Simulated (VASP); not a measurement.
All values below come from PW91 GGA, VASP's PBE PAW potentials (set 64) (plane waves; VASP).

The input files of a VASP run:

### INCAR
```
! general
SYSTEM =Tl
PREC   =Accurate
ENCUT  =520
LREAL  =.FALSE.
LASPH  =.TRUE.   ! aspherical one-centre terms

! electronic loop
EDIFF  =1E-6
NELM   =100   ! most electronic steps
ALGO   =Normal   ! blocked Davidson
LMAXMIX=4   ! l cut-off of mixed one-centre charges

! smearing
ISMEAR =1
SIGMA  =0.1   ! width (eV)

! functional
GGA    =91

! ions
IBRION =2
NSW    =60   ! most ionic steps
ISIF   =3   ! ions, shape and volume
EDIFFG =-0.01

! output
LWAVE  =.FALSE.
LCHARG =.FALSE.
```

**POSCAR**
```
Tl
1.0
  1.7300000000  -2.9964480000   0.0000000000
  1.7300000000   2.9964480000   0.0000000000
  0.0000000000   0.0000000000   5.5200000000
Tl
2
direct
  0.3333330000   0.6666670000   0.2500000000
  0.6666670000   0.3333330000   0.7500000000
```

### KPOINTS
```
Automatic
0
G
 11 11 6
```

POTCAR, in this order: Tl_d (PBE.64 set). Program: vasp_std.

The run wrote:

### OUTCAR
```
 ion  position               nearest neighbor table
   1  0.333  0.667  0.250-   2 3.41   2 3.41   2 3.41   2 3.41   2 3.41   2 3.41
   2  0.667  0.333  0.750-   1 3.41   1 3.41   1 3.41   1 3.41   1 3.41   1 3.41
  LATTYP: Found a hexagonal cell.
 ALAT       =     3.4600000891
 C/A-ratio  =     1.5953756815
 Subroutine PRICEL returns:
 Original cell was already a primitive cell.
 Subroutine GETGRP returns: Found 24 space group operations
The static configuration has the point symmetry D_3d.
 The point group associated with its full space group is D_6h.
The dynamic configuration has the point symmetry D_3d.
 Subroutine INISYM returns: Found 24 space group operations
 Subroutine IBZKPT returns following result:
 Found     64 irreducible k-points:

 Following reciprocal coordinates:
            Coordinates               Weight
  0.000000  0.000000  0.000000      1.000000
  0.090909 -0.000000  0.000000      6.000000
  0.181818 -0.000000  0.000000      6.000000
  0.272727  0.000000  0.000000      6.000000
  0.363636 -0.000000  0.000000      6.000000
  0.454545  0.000000  0.000000      6.000000
  0.090909  0.090909  0.000000      6.000000
  0.181818  0.090909  0.000000     12.000000
  0.272727  0.090909  0.000000     12.000000
  0.363636  0.090909  0.000000     12.000000
  0.454545  0.090909  0.000000      6.000000
  0.181818  0.181818  0.000000      6.000000
  0.272727  0.181818  0.000000     12.000000
  0.363636  0.181818  0.000000     12.000000
  0.272727  0.272727  0.000000      6.000000
  0.363636  0.272727  0.000000      6.000000
  0.000000  0.000000  0.166667      2.000000
  0.090909 -0.000000  0.166667     12.000000
  0.181818 -0.000000  0.166667     12.000000
  0.272727  0.000000  0.166667     12.000000
  0.363636 -0.000000  0.166667     12.000000
  0.454545  0.000000  0.166667     12.000000
...
```

File OSZICAR:
```
       N       E                     dE             d eps       ncg     rms          rms(c)
DAV:   1     0.127732790394E+03    0.12773E+03   -0.14406E+04  2192   0.144E+03
DAV:   2    -0.243607240173E+01   -0.13017E+03   -0.12859E+03  2309   0.296E+02
DAV:   3    -0.457932402719E+01   -0.21433E+01   -0.21003E+01  2665   0.338E+01
DAV:   4    -0.459127343217E+01   -0.11949E-01   -0.11948E-01  2418   0.257E+00
DAV:   5    -0.459139795257E+01   -0.12452E-03   -0.12452E-03  2502   0.271E-01    0.292E+00
DAV:   6    -0.450845544461E+01    0.82943E-01   -0.17154E-01  2271   0.356E+00    0.203E+00
DAV:   7    -0.449597241275E+01    0.12483E-01   -0.52606E-02  2306   0.196E+00    0.949E-01
DAV:   8    -0.449523356064E+01    0.73885E-03   -0.20309E-03  2275   0.377E-01    0.690E-02
DAV:   9    -0.449522908279E+01    0.44779E-05   -0.20010E-05  2651   0.412E-02    0.129E-02
DAV:  10    -0.449523348296E+01   -0.44002E-05   -0.46526E-06  1759   0.202E-02    0.206E-03
DAV:  11    -0.449523341049E+01    0.72469E-07   -0.22747E-07  1210   0.440E-03
   1 F= -.44952334E+01 E0= -.44947568E+01  d E =-.449523E+01
       N       E                     dE             d eps       ncg     rms          rms(c)
DAV:   1    -0.629946462614E+01   -0.18042E+01   -0.34373E+01  2181   0.546E+01    0.810E+00
DAV:   2    -0.478270080994E+01    0.15168E+01   -0.29539E+00  2176   0.141E+01    0.260E+00
DAV:   3    -0.455297798292E+01    0.22972E+00   -0.70491E-01  2184   0.713E+00    0.211E+00
DAV:   4    -0.454115961271E+01    0.11818E-01   -0.19078E-02  2206   0.948E-01    0.358E-01
DAV:   5    -0.453979734526E+01    0.13623E-02   -0.59260E-03  2391   0.653E-01    0.439E-02
DAV:   6    -0.453978781798E+01    0.95273E-05   -0.13218E-04  2211   0.918E-02    0.280E-02
DAV:   7    -0.453978802714E+01   -0.20916E-06   -0.92555E-06  2286   0.273E-02
   2 F= -.45397880E+01 E0= -.45393798E+01  d E =-.445546E-01
       N       E                     dE             d eps       ncg     rms          rms(c)
DAV:   1    -0.455809151242E+01   -0.18304E-01   -0.33914E-01  2179   0.522E+00    0.768E-01
DAV:   2    -0.454239909326E+01    0.15692E-01   -0.34122E-02  2176   0.154E+00    0.244E-01
DAV:   3    -0.454029258321E+01    0.21065E-02   -0.73020E-03  2181   0.732E-01    0.180E-01
DAV:   4    -0.454019844968E+01    0.94134E-04   -0.28042E-04  2213   0.100E-01    0.165E-02
DAV:   5    -0.454018892420E+01    0.95255E-05   -0.87203E-05  2290   0.789E-02    0.106E-02
DAV:   6    -0.454018807370E+01    0.85050E-06   -0.31994E-06  1837   0.152E-02
   3 F= -.45401881E+01 E0= -.45397652E+01  d E =-.449547E-01
       N       E                     dE             d eps       ncg     rms          rms(c)
DAV:   1    -0.454104520880E+01   -0.85628E-03   -0.16176E-02  2179   0.114E+00    0.167E-01
DAV:   2    -0.454029635659E+01    0.74885E-03   -0.16519E-03  2176   0.339E-01    0.531E-02
DAV:   3    -0.454019598430E+01    0.10037E-03   -0.34878E-04  2183   0.160E-01    0.387E-02
DAV:   4    -0.454018851855E+01    0.74658E-05   -0.14067E-05  2173   0.223E-02    0.409E-03
DAV:   5    -0.454018825363E+01    0.26491E-06   -0.40392E-06  1841   0.170E-02
   4 F= -.45401883E+01 E0= -.45397621E+01  d E =-.449548E-01
       N       E                     dE             d eps       ncg     rms          rms(c)
DAV:   1    -0.454288737735E+01   -0.26989E-02   -0.93409E-02  2245   0.239E+00    0.214E-01
DAV:   2    -0.454132785177E+01    0.15595E-02   -0.13013E-03  2245   0.368E-01    0.122E-01
DAV:   3    -0.454060138265E+01    0.72647E-03   -0.12260E-03  2248   0.342E-01    0.335E-02
DAV:   4    -0.454059694335E+01    0.44393E-05   -0.10135E-04  2280   0.846E-02    0.723E-03
DAV:   5    -0.454059641475E+01    0.52859E-06   -0.48766E-06  2310   0.209E-02
   5 F= -.45405964E+01 E0= -.45401484E+01  d E =-.408161E-03
       N       E                     dE             d eps       ncg     rms          rms(c)
DAV:   1    -0.456162997907E+01   -0.21033E-01   -0.84029E-01  2245   0.717E+00    0.636E-01
DAV:   2    -0.454796649655E+01    0.13663E-01   -0.11264E-02  2227   0.108E+00    0.365E-01
DAV:   3    -0.454151324353E+01    0.64533E-02   -0.10867E-02  2258   0.101E+00    0.986E-02
DAV:   4    -0.454148574470E+01    0.27499E-04   -0.89513E-04  2276   0.252E-01    0.215E-02
DAV:   5    -0.454148013252E+01    0.56122E-05   -0.43649E-05  2328   0.628E-02    0.118E-02
DAV:   6    -0.454147919010E+01    0.94242E-06   -0.40398E-06  2122   0.189E-02
   6 F= -.45414792E+01 E0= -.45409329E+01  d E =-.129094E-02
       N       E                     dE             d eps       ncg     rms          rms(c)
DAV:   1    -0.461864184060E+01   -0.77162E-01   -0.33529E+00  2231   0.143E+01    0.126E+00
DAV:   2    -0.456577809787E+01    0.52864E-01   -0.42340E-02  2229   0.206E+00    0.729E-01
DAV:   3    -0.454036866847E+01    0.25409E-01   -0.42437E-02  2237   0.200E+00    0.191E-01
DAV:   4    -0.454029675167E+01    0.71917E-04   -0.34125E-03  2241   0.494E-01    0.427E-02
DAV:   5    -0.454027135144E+01    0.25400E-04   -0.17126E-04  2318   0.126E-01    0.231E-02
DAV:   6    -0.454026760610E+01    0.37453E-05   -0.16986E-05  2248   0.396E-02    0.231E-03
DAV:   7    -0.454026761059E+01   -0.44861E-08   -0.41183E-07  1139   0.563E-03
   7 F= -.45402676E+01 E0= -.45395654E+01  d E =-.793570E-04
       N       E                     dE             d eps       ncg     rms          rms(c)
DAV:   1    -0.459202394214E+01   -0.51756E-01   -0.21269E+00  2214   0.114E+01    0.100E+00
DAV:   2    -0.455798143703E+01    0.34043E-01   -0.27712E-02  2251   0.161E+00    0.582E-01
DAV:   3    -0.454158856717E+01    0.16393E-01   -0.27257E-02  2266   0.156E+00    0.133E-01
DAV:   4    -0.454159313351E+01   -0.45663E-05   -0.19121E-03  2238   0.365E-01    0.333E-02
DAV:   5    -0.454158709785E+01    0.60357E-05   -0.71517E-05  2361   0.835E-02    0.160E-02
DAV:   6    -0.454158461825E+01    0.24796E-05   -0.98726E-06  2254   0.308E-02    0.154E-03
DAV:   7    -0.454158460209E+01    0.16165E-07   -0.23063E-07  1105   0.417E-03
   8 F= -.45415846E+01 E0= -.45409437E+01  d E =-.139635E-02
```

**OUTCAR**
```
------------------------ aborting loop because EDIFF is reached ----------------------------------------
  FORCE on cell =-STRESS in cart. coord.  units (eV):
  Direction    XX          YY          ZZ          XY          YZ          ZX
  --------------------------------------------------------------------------------------
  Total       -0.0066378     -0.0066378     -0.0154579      0.0000000      0.0000000      0.0000000
  in kB       -0.1696331     -0.1696331     -0.3950376      0.0000000      0.0000000      0.0000000
  external PRESSURE =      -0.2447680 kB  Pullay stress =       0.0000000 kB
  volume of cell :       62.69
      direct lattice vectors                 reciprocal lattice vectors
     1.793029812 -3.105618847  0.000000000     0.278857606 -0.160998508 -0.000000000
     1.793029812  3.105618847 -0.000000000     0.278857606  0.160998508 -0.000000000
     0.000000000 -0.000000000  5.629342640     0.000000000  0.000000000  0.177640635
 POSITION                                       TOTAL-FORCE (eV/Angst)
 -----------------------------------------------------------------------------------
      1.79303      1.03521      1.40734         0.000000     -0.000000      0.000000
      1.79303     -1.03521      4.22201        -0.000000      0.000000      0.000000
 -----------------------------------------------------------------------------------
    total drift:                               -0.000019      0.000475      0.000011
  FREE ENERGIE OF THE ION-ELECTRON SYSTEM (eV)
  ---------------------------------------------------
  free  energy   TOTEN  =        -4.5415846021 eV

  energy  without entropy=       -4.5396618467  energy(sigma->0) =       -4.54094368

 reached required accuracy - stopping structural energy minimisation
```
(Selected blocks of OUTCAR.)

### CONTCAR
```
Tl
   1.00000000000000
     1.7930298116085597   -3.1056188474599495    0.0000000000000000
     1.7930298116085597    3.1056188474599495   -0.0000000000000000
     0.0000000000000000   -0.0000000000000000    5.6293426404990337
  Tl
     2
Direct
     0.3333330000000032    0.6666669999999968    0.2500000000000000
     0.6666669999999968    0.3333330000000032    0.7500000000000000
```

Energy and stress use the plane-wave basis of the starting cell.

The compound is Tl in the hcp structure. This run relaxes it. Symmetry was kept, so distortions that lower it aren't found.
